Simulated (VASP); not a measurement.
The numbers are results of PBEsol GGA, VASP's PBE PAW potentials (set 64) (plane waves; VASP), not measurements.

VASP ran on this input.

### POSCAR
```
Al
1
    0.0000000000     2.0057806613     2.0057806613
    2.0057806613     0.0000000000     2.0057806613
    2.0057806613     2.0057806613     0.0000000000
Al
1
Direct
  0.0000000000   0.0000000000   0.0000000000
```

INCAR:
```
SYSTEM  =  Al
PREC  =  Accurate; ENCUT  =  400; LREAL  =  .FALSE.
LASPH  =  .TRUE.; ICHARG  =  11
EDIFF  =  1E-7; NELM  =  100; ALGO  =  Normal
ISMEAR  =  0; SIGMA  =  0.05
GGA  =  PS
LWAVE  =  .FALSE.; LCHARG  =  .FALSE.; LORBIT  =  11
```

KPOINTS:
```
k-points along high-symmetry lines
15
Line-mode
Reciprocal
  0.000000   0.000000   0.000000 ! GAMMA
  0.500000   0.000000   0.500000 ! X

  0.500000   0.000000   0.500000 ! X
  0.625000   0.250000   0.625000 ! U

  0.375000   0.375000   0.750000 ! K
  0.000000   0.000000   0.000000 ! GAMMA

  0.000000   0.000000   0.000000 ! GAMMA
  0.500000   0.500000   0.500000 ! L

  0.500000   0.500000   0.500000 ! L
  0.500000   0.250000   0.750000 ! W

  0.500000   0.250000   0.750000 ! W
  0.500000   0.000000   0.500000 ! X
```

POTCAR, in this order: Al (PBE.64 set). Program: vasp_std. Read from the step before: CHGCAR.

What VASP printed:

### OSZICAR
```
       N       E                     dE             d eps       ncg     rms          rms(c)
DAV:   1    -0.242418737506E+01   -0.24242E+01   -0.68586E+02  1030   0.235E+02
DAV:   2    -0.373086323793E+01   -0.13067E+01   -0.11841E+01  1175   0.238E+01
DAV:   3    -0.374204645093E+01   -0.11183E-01   -0.11143E-01  1270   0.254E+00
DAV:   4    -0.374207433201E+01   -0.27881E-04   -0.27881E-04  1255   0.121E-01
DAV:   5    -0.374207447320E+01   -0.14119E-06   -0.14102E-06  1245   0.701E-03
DAV:   6    -0.374207447480E+01   -0.15953E-08   -0.17011E-08  1275   0.655E-04
   1 F= -.37420745E+01 E0= -.37411715E+01  d E =-.180603E-02
```

### OUTCAR
```
 val. band max:        7.2753494064   @ k =   0.5000   0.1429   0.6429

 cond. band min:       7.3101496344   @ k =   0.5000   0.2500   0.7500



 k-point     1 :       0.0000    0.0000    0.0000
  band No.  band energies     occupation
      1      -3.1011      2.00000
      2      20.9049      0.00000
      3      20.9049      0.00000
      4      20.9049      0.00000
      5      22.5596      0.00000

 k-point     2 :       0.0357    0.0000    0.0357
  band No.  band energies     occupation
      1      -3.0542      2.00000
      2      20.3845      0.00000
      3      20.3845      0.00000
      4      20.5449      0.00000
      5      22.4439      0.00000

 k-point     3 :       0.0714    0.0000    0.0714
  band No.  band energies     occupation
      1      -2.9135      2.00000
      2      19.5128      0.00000
      3      19.5128      0.00000
      4      19.7568      0.00000
      5      22.1235      0.00000

 k-point     4 :       0.1071    0.0000    0.1071
  band No.  band energies     occupation
      1      -2.6794      2.00000
      2      18.6407      0.00000
      3      18.6407      0.00000
      4      18.8569      0.00000
      5      21.6593      0.00000

 k-point     5 :       0.1429    0.0000    0.1429
  band No.  band energies     occupation
      1      -2.3524      2.00000
      2      17.8242      0.00000
      3      17.8242      0.00000
      4      17.9680      0.00000
      5      21.1137      0.00000

 k-point     6 :       0.1786    0.0000    0.1786
  band No.  band energies     occupation
      1      -1.9330      2.00000
      2      17.0776      0.00000
      3      17.0776      0.00000
      4      17.1333      0.00000
      5      20.1553      0.00000

 k-point     7 :       0.2143    0.0000    0.2143
  band No.  band energies     occupation
      1      -1.4223      2.00000
      2      16.3722      0.00000
      3      16.4064      0.00000
      4      16.4064      0.00000
...
```

The density is held fixed in this step, so its total energy and stress have no physical meaning.

The compound is Al in the fcc structure. It was relaxed first.
